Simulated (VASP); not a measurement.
A periodic (110) film of SiC (zinc blende) under biaxial in-plane strain, normal axis and ions relaxed with LDA. Gaps from LDA in VASP (PAW), over mesh and path in the film cell's folded zone.

```csv
strain (%),gap (eV)
-1,1.170
+0,1.282
+1,1.205
```

Task: Take the slope on the side of compression and predict the gap at -3 %.

Result: The slope is 0.112 eV per cent, which gives 1.282 + (0.112)(-3) = 0.95 eV. The run gave 0.83 eV, -0.12 eV from the line, so the dependence isn't linear over this range; another valley or band may have taken over.

Runs of the series that failed, ran out of time, didn't relax or are held back are left out.

The compound is SiC in the zinc blende structure.
